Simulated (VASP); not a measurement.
OSZICAR of a VASP run on AgCl (rock salt):

File OSZICAR:
```
       N       E                     dE             d eps       ncg     rms          rms(c)
DAV:   1     0.104653225682E+03    0.10465E+03   -0.88145E+03   926   0.124E+03
DAV:   2    -0.958471302864E+00   -0.10561E+03   -0.99214E+02  1105   0.258E+02
DAV:   3    -0.555101444337E+01   -0.45925E+01   -0.45808E+01  1025   0.569E+01
DAV:   4    -0.559085100166E+01   -0.39837E-01   -0.39833E-01  1065   0.585E+00
DAV:   5    -0.559142556908E+01   -0.57457E-03   -0.57456E-03  1050   0.711E-01    0.585E+00
DAV:   6    -0.540548069020E+01    0.18594E+00   -0.33620E-01   976   0.791E+00    0.385E+00
DAV:   7    -0.540176961634E+01    0.37111E-02   -0.10532E-01   940   0.261E+00    0.193E+00
DAV:   8    -0.540111771976E+01    0.65190E-03   -0.58420E-03   965   0.954E-01    0.297E-01
DAV:   9    -0.540117151475E+01   -0.53795E-04   -0.72954E-04  1035   0.408E-01    0.476E-02
DAV:  10    -0.540124446783E+01   -0.72953E-04   -0.12696E-04   935   0.112E-01    0.290E-02
DAV:  11    -0.540125068322E+01   -0.62154E-05   -0.60601E-06   995   0.224E-02    0.480E-03
DAV:  12    -0.540125071415E+01   -0.30932E-07   -0.28737E-07  1064   0.715E-03
   1 F= -.54012507E+01 E0= -.54012507E+01  d E =0.000000E+00
```

Which electronic solver shows in the log?

It is blocked Davidson (ALGO = Normal, or the opening steps of other solvers). The INCAR had ALGO = Normal.

Can the final energy be trusted as converged?

Self-consistency was reached. It stopped with EDIFF = 1E-7, NELM = 100 (PBE GGA, plane waves, VASP's PBE PAW potentials (set 64)).

The compound is AgCl in the rock salt structure. It was relaxed first.
